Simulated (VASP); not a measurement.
# Initial- and final-state core-level shifts of IrAu7, part 3 of 3

Which atoms of IrAu7 bind their core electrons more tightly, and does the hole change the order?

VASP 6.6.1, plane waves and PAW; the level of theory is named at each step.

So far. Step 2 (Relaxation): At PBE, with these data sets, the largest force is down to 0.030 eV/Å. Step 4 (Core hole, atom Au3): This is the reference for holes on Au.

### Step 5. Core hole, atom Au5

Level of this step: final-state core hole with the electron kept at the Fermi level, PBE; plane waves and PAW (Au, Au, Ir) (VASP).

The same hole on the next atom.

INCAR

```
SYSTEM = IrAu7
PREC = Normal
ENCUT = 330
EDIFF = 1E-05
NELM = 120
ISMEAR = 0
SIGMA = 0.1
LREAL = Auto
ALGO = Fast
GGA = PE
NBANDS = 106
LASPH = .TRUE.
LWAVE = .FALSE.
LCHARG = .FALSE.
KPAR = 8
ICORELEVEL = 2
CLNT = 1
CLN = 4
CLL = 3
CLZ = 1
ISIF = 0
```

POSCAR

```
IrAu7
1.0
   -8.2546268639      0.0000000000      0.0000000000
    6.1909701479     -6.1909701479      4.1273134320
    8.2546268639      8.2546268639      0.0000000000
Au Au Ir
1 13 2
Direct
    0.0049434593      0.0054987029      0.0038133414
    0.0116454002      0.5063135408      0.1319224975
    0.0049434593      0.5054987029      0.3761301179
    0.9883545998      0.4936864592      0.6202770973
    0.9950565407      0.4945012971      0.8711866586
    0.0116454002      0.0063135408      0.2547229027
    0.9950565407      0.9945012971      0.4988698821
    0.9883545998      0.9936864592      0.7430775025
    0.5000000000      0.5000000000      0.1248355276
    0.5000000000      0.5000000000      0.6225990540
    0.5000000000      0.5000000000      0.8775656927
    0.5000000000      0.0000000000      0.9974343073
    0.5000000000      0.0000000000      0.2524009460
    0.5000000000      0.0000000000      0.7501644724
    0.5000000000      0.5000000000      0.3749969204
    0.5000000000      0.0000000000      0.5000030796
```

KPOINTS

```
Automatic mesh
0
Gamma
8 5 8
0 0 0
```

PAW data sets: Au, Au and Ir (PBE family, release 64).

Command:

```
$ mpirun -np 8 vasp_std
```

The log of the run:

```text
[... set-up lines as in an earlier step ...]
 entering main loop
       N       E                     dE             d eps       ncg     rms          rms(c)
DAV:   1     0.839975925703E+03    0.83998E+03   -0.66043E+04 34376   0.110E+03
DAV:   2    -0.161355457507E+03   -0.10013E+04   -0.94129E+03 35746   0.302E+02
DAV:   3    -0.209171328227E+03   -0.47816E+02   -0.45096E+02 38504   0.684E+01
DAV:   4    -0.210498402539E+03   -0.13271E+01   -0.13172E+01 37552   0.128E+01
[...]
RMM:  16    -0.204823513859E+03   -0.25355E-04   -0.18076E-04 39251   0.417E-02    0.671E-02
RMM:  17    -0.204823493378E+03    0.20482E-04   -0.70225E-05 31497   0.193E-02    0.172E-02
RMM:  18    -0.204823495273E+03   -0.18953E-05   -0.12055E-05 21365   0.122E-02
   1 F= -.20482350E+03 E0= -.20480339E+03  d E =-.402104E-01
```

The job ended after 9.5 min (8 MPI ranks of Intel Xeon Platinum 8559C (Emerald Rapids), shared host; peak memory 11 GiB; 73 min of CPU time).

From OUTCAR (step 5):

```text
 POSITION                                       TOTAL-FORCE (eV/Angst)
 -----------------------------------------------------------------------------------
      0.02471     -0.00256      0.02269         0.023410     -0.028552     -0.002851
      4.12741     -2.04560      2.08971        -0.012086     -0.052726      0.007702
      6.19353     -0.02471      2.08635        -0.097832     -0.147519     -0.007093
      0.01806      2.06376      2.03760         0.065381      0.148975      0.019289
      2.03894      4.12988      2.04096        -0.010019      0.034383     -0.000538
      2.04560      2.06356      0.02606         0.156634      0.138212      0.006288
      2.06109     -2.03894      4.10462        -0.020233      0.028639      0.009698
      4.12721     -0.01806      4.10126        -0.099383     -0.065128     -0.008575
     -0.00136     -2.06501      2.06366        -0.007901     -0.137713      0.124688
      4.10749      2.04384      2.06366        -0.075756      0.021782     -0.073436
      6.21215      4.14849      2.06366        -0.007503      0.084854     -0.097758
      4.10613      8.23345      0.00000         0.002665      0.007596      0.009193
     -2.04384      2.08348      0.00000        -0.110832      0.083864     -0.006881
      2.06501      6.19233      0.00000         0.134325     -0.107970     -0.013354
      2.06363     -0.00003      2.06366         0.032416     -0.048385      0.039749
      0.00003      4.12734      0.00000         0.026713      0.039688     -0.006121
 -----------------------------------------------------------------------------------
    total drift:                               -0.003073      0.005775      0.000246

  FREE ENERGIE OF THE ION-ELECTRON SYSTEM (eV)
  ---------------------------------------------------
  free  energy   TOTEN  =      -204.8234952729 eV

  energy  without entropy=     -204.7832848518  energy(sigma->0) =     -204.80339006

[... 2 parts as in an earlier step ...]

[... 1 further part left out ...]
[key lines of the parts left out:]
E-fermi :   8.7532
```

Against the hole on Au3 the energy differs by -0.01 eV.

### Step 6. Core hole, atom Ir15

This step: final-state core hole with the electron kept at the Fermi level, PBE; plane waves and PAW (Ir, Au, Ir) (VASP 6.6.1).

System of this step: IrAu7. The structure is monoclinic, space group C2/c (No. 15). The conventional cell has a = 10.110 Å, b = 11.674 Å, c = 5.055 Å, α = 90.00°, β = 109.47°, γ = 90.00°. Nearest to Ir lie 12 Au at 2.88 to 2.92 Å. Nearest to Au lie 10 Au at 2.86 to 2.96 Å and 2 Ir at 2.90 to 2.91 Å. Nearest to Au lie 1 Ir at 2.88 Å and 11 Au at 2.89 to 2.97 Å. Au has 9 Au at 2.89 to 2.94 Å and 3 Ir at 2.92 Å nearest. Au has 1 Ir at 2.89 Å and 11 Au at 2.90 to 2.98 Å nearest. Au has 10 Au at 2.89 to 2.98 Å and 2 Ir at 2.90 Å nearest. It derives from Au. Random alloy: site Au, solute Ir, share 0.125, order random, lattice volume linear between typed atomic volumes. Farther neighbours are not listed.

A core electron of Ir15 (4f) is moved to the Fermi level; this atom comes first in POSCAR as a species of its own.

INCAR is that of step 5.

POSCAR, as its differences from that of step 5:

```diff
@@ -5,6 +5,6 @@
     8.2546268639      8.2546268639      0.0000000000
-Au Au Ir
-1 13 2
+Ir Au Ir
+1 14 1
 Direct
-    0.0049434593      0.0054987029      0.0038133414
+    0.5000000000      0.5000000000      0.3749969204
     0.0116454002      0.5063135408      0.1319224975
@@ -13,2 +13,3 @@
     0.9950565407      0.4945012971      0.8711866586
+    0.0049434593      0.0054987029      0.0038133414
     0.0116454002      0.0063135408      0.2547229027
@@ -22,3 +23,2 @@
     0.5000000000      0.0000000000      0.7501644724
-    0.5000000000      0.5000000000      0.3749969204
     0.5000000000      0.0000000000      0.5000030796
```

KPOINTS is that of step 5.

PAW data sets: Ir, Au and Ir (PBE family, release 64).

Command:

```
$ mpirun -np 8 vasp_std
```

The log of the run:

```text
[banner, memory and clock lines left out]
running    8 mpi-ranks, on    1 nodes
[...]
[... a notice as in an earlier step ...]

 LDA part: xc-table for (Slater+PW92), standard interpolation
 POSCAR, INCAR and KPOINTS ok, starting setup
[...]
entering main loop
       N       E                     dE             d eps       ncg     rms          rms(c)
DAV:   1     0.882815373513E+03    0.88282E+03   -0.66163E+04 19804   0.110E+03
DAV:   2    -0.122671037286E+03   -0.10055E+04   -0.94828E+03 20634   0.302E+02
DAV:   3    -0.169633266957E+03   -0.46962E+02   -0.44800E+02 21812   0.683E+01
DAV:   4    -0.170740289764E+03   -0.11070E+01   -0.10992E+01 21596   0.117E+01
[...]
RMM:  16    -0.156990653594E+03    0.60229E-04   -0.33850E-04 23388   0.394E-02    0.116E-01
RMM:  17    -0.156990632807E+03    0.20787E-04   -0.53489E-05 15942   0.181E-02    0.203E-02
RMM:  18    -0.156990633196E+03   -0.38851E-06   -0.96692E-06 12412   0.104E-02
   1 F= -.15699063E+03 E0= -.15697333E+03  d E =-.346131E-01
```

The job ended after 5.1 min (8 MPI ranks; peak memory 7.4 GiB).

From OUTCAR (step 6):

```text
 POSITION                                       TOTAL-FORCE (eV/Angst)
 -----------------------------------------------------------------------------------
      2.06363     -0.00003      2.06366        -0.032939     -0.032939      0.000000
      4.12741     -2.04560      2.08971         0.105356     -0.124405     -0.036803
      6.19353     -0.02471      2.08635         0.022478     -0.018682     -0.014514
      0.01806      2.06376      2.03760        -0.124405      0.105356      0.036803
      2.03894      4.12988      2.04096        -0.018682      0.022478      0.014514
      0.02471     -0.00256      0.02269        -0.086093     -0.032723     -0.113867
      2.04560      2.06356      0.02606         0.045249      0.088778     -0.095382
      2.06109     -2.03894      4.10462        -0.032723     -0.086093      0.113867
      4.12721     -0.01806      4.10126         0.088778      0.045249      0.095382
     -0.00136     -2.06501      2.06366        -0.105363     -0.105363      0.000000
      4.10749      2.04384      2.06366         0.108783      0.108783      0.000000
      6.21215      4.14849      2.06366         0.016357      0.016357      0.000000
      4.10613      8.23345      0.00000         0.094545      0.094545      0.000000
     -2.04384      2.08348      0.00000        -0.032428     -0.032428      0.000000
      2.06501      6.19233      0.00000        -0.082259     -0.082259      0.000000
      0.00003      4.12734      0.00000         0.033348      0.033348      0.000000
 -----------------------------------------------------------------------------------
    total drift:                                0.002533      0.002551     -0.000029

  FREE ENERGIE OF THE ION-ELECTRON SYSTEM (eV)
  ---------------------------------------------------
  free  energy   TOTEN  =      -156.9906331959 eV

  energy  without entropy=     -156.9560200496  energy(sigma->0) =     -156.97332662

[... 2 parts as in an earlier step ...]

[... 1 further part left out ...]
[key lines of the parts left out:]
E-fermi :   8.5380
```

This is the reference for holes on Ir.

### Step 7. Core hole, atom Ir16

The same hole on the next atom.

INCAR is that of step 6.

POSCAR, as its differences from that of step 6:

```diff
@@ -8,3 +8,3 @@
 Direct
-    0.5000000000      0.5000000000      0.3749969204
+    0.5000000000      0.0000000000      0.5000030796
     0.0116454002      0.5063135408      0.1319224975
@@ -23,2 +23,2 @@
     0.5000000000      0.0000000000      0.7501644724
-    0.5000000000      0.0000000000      0.5000030796
+    0.5000000000      0.5000000000      0.3749969204
```

KPOINTS is that of step 6.

Command:

```
$ mpirun -np 8 vasp_std
```

The log of the run:

```text
[... set-up lines as in an earlier step ...]
 entering main loop
       N       E                     dE             d eps       ncg     rms          rms(c)
DAV:   1     0.882977024357E+03    0.88298E+03   -0.66165E+04 19796   0.110E+03
DAV:   2    -0.122826829041E+03   -0.10058E+04   -0.94846E+03 20630   0.302E+02
DAV:   3    -0.169670010582E+03   -0.46843E+02   -0.44747E+02 21922   0.683E+01
DAV:   4    -0.170741281270E+03   -0.10713E+01   -0.10644E+01 21538   0.116E+01
[...]
RMM:  16    -0.156990550748E+03    0.60162E-04   -0.34632E-04 23368   0.397E-02    0.117E-01
RMM:  17    -0.156990530134E+03    0.20614E-04   -0.52980E-05 16017   0.181E-02    0.204E-02
RMM:  18    -0.156990530525E+03   -0.39149E-06   -0.98203E-06 12466   0.105E-02
   1 F= -.15699053E+03 E0= -.15697322E+03  d E =-.346131E-01
```

The job ended after 4.9 min (8 MPI ranks; peak memory 7.4 GiB; 39 min of CPU time).

OUTCAR, selected parts (step 7):

```text
 POSITION                                       TOTAL-FORCE (eV/Angst)
 -----------------------------------------------------------------------------------
      0.00003      4.12734      0.00000         0.032566      0.032566      0.000000
      4.12741     -2.04560      2.08971        -0.087032     -0.043416     -0.094508
      6.19353     -0.02471      2.08635         0.031357      0.085242     -0.114516
      0.01806      2.06376      2.03760        -0.043416     -0.087032      0.094508
      2.03894      4.12988      2.04096         0.085242      0.031357      0.114516
      0.02471     -0.00256      0.02269         0.017817     -0.023824     -0.013887
      2.04560      2.06356      0.02606         0.126233     -0.103563     -0.037631
      2.06109     -2.03894      4.10462        -0.023824      0.017817      0.013887
      4.12721     -0.01806      4.10126        -0.103563      0.126233      0.037631
     -0.00136     -2.06501      2.06366         0.082642      0.082642      0.000000
      4.10749      2.04384      2.06366         0.030750      0.030750      0.000000
      6.21215      4.14849      2.06366        -0.094293     -0.094293      0.000000
      4.10613      8.23345      0.00000        -0.016110     -0.016110      0.000000
     -2.04384      2.08348      0.00000        -0.110469     -0.110469      0.000000
      2.06501      6.19233      0.00000         0.105837      0.105837      0.000000
      2.06363     -0.00003      2.06366        -0.033737     -0.033737      0.000000
 -----------------------------------------------------------------------------------
    total drift:                                0.002108      0.002131     -0.000022

  FREE ENERGIE OF THE ION-ELECTRON SYSTEM (eV)
  ---------------------------------------------------
  free  energy   TOTEN  =      -156.9905305255 eV

  energy  without entropy=     -156.9559174473  energy(sigma->0) =     -156.97322399

[... 2 parts as in an earlier step ...]

[... 1 further part left out ...]
[key lines of the parts left out:]
E-fermi :   8.5380
```

Against the hole on Ir15 the energy differs by +0.00 eV.

### Step 8. Summary

This step: core-level shifts, PBE; plane waves and PAW (VASP 6.6.1).

This step runs nothing: it gathers the runs above.

A positive shift is a higher binding energy. Cost is wall time times ranks on a shared host. Core-level shifts:

```
atom  region  shell  Kohn-Sham level below the Fermi level (eV)  initial-state shift (eV)  final-state shift (eV)  shifts are from  cost (core minutes)
 Au3             4f                                       78.55                         0                       0              Au3                64.55
 Au5             4f                                       78.48                   -0.0731                -0.01365              Au3                76.15
Ir15             4f                                       55.71                         0                       0             Ir15                40.55
Ir16             4f                                       55.71                         0                 1.03e-4             Ir15                38.81
```

### Step 9. Summary of results

```
Au5 4f, from Au3 : initial state -0.07 eV, final state -0.01 eV
```

**Reading.** Against Au3, Au5 is shifted by -0.07 eV in the initial state and by -0.01 eV with the hole (energies extrapolated to zero smearing). Ir16 has the level of the reference atom in both states, as equivalent sites do. Only these atoms were given a hole, so other sites aren't ranked. The difference of the two pictures holds the screening of the hole, but also the cell's limits: holes repeat 5.1 Å apart, and the electron from the core stays in the cell, where it moves the Fermi energy by -0.07 to +0.15 eV; that is about as much as the final-state shift of Au5, or more, so there size and sign aren't settled. Cell size, mesh and smearing weren't varied between the hole runs. The other core electrons are frozen, spin-orbit splitting and multiplets are absent, and only shifts between atoms of one element are meaningful. Not tabulated here, as repeats of values shown or as unfit to read for their mesh, reference level or band range: core levels (core hole).

[Lines on the potential files, build, host, timing and source positions are cut from VASP's logs without a mark.]

[Logs are printed without paths, hosts, clocks, repeated set-up lines and the standing remarks that a program may print on its own settings, such as how far it seeks lower states.]

[Hosts, paths, dates, database ids (printed as entryN), source tags and the programs' standing remarks are cut or masked in the printed files.]
